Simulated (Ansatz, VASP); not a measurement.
**NaLa2 in VASP and in Ansatz**

```xyz
3
Lattice="0.0000 3.9274 3.9274 3.9274 0.0000 3.9274 3.9274 3.9274 0.0000" Properties=species:S:1:pos:R:3 pbc="T T T"
Na    0.0000    0.0000    0.0000
La    1.9637    1.9637    1.9637
La    5.8910    5.8910    5.8910
```

Change from the starting cell: species swapped into the LuH2 type (Fm-3m, No. 225).

Alike in both runs: functional PBE; k mesh 10 × 10 × 10; occupations gaussian, width 0.1 eV; no spin polarisation.

Ansatz relaxed the structure, and its values are those at the end. VASP's run is a single point on that final structure, the one shown.

|  | VASP | Ansatz |
| --- | --- | --- |
| version | VASP 6.6.1 | Ansatz 0.2.0 |
| potentials or method | VASP PAW PBE potentials, release 64 (Na_pv, La) | scalar-relativistic, plane waves, PAW |
| plane-wave cutoff (eV) | 520 | 420 |
| valence electrons in the cell | 29 | 31 |

|  | VASP | Ansatz | Ansatz less VASP |
| --- | --- | --- | --- |
| gap on the k mesh at the Fermi level (eV) | none | none | - |
| pressure (GPa) | 0.0 | 0.0 | +0.04 |

A gap of «none» marks a metal or a gap that the smearing closes. With one functional, cell and mesh, what is left measures potentials, basis and numerics. The two sets of potentials don't hold the same shells in valence.

Spin-orbit coupling is left out, which matters for the levels of La.
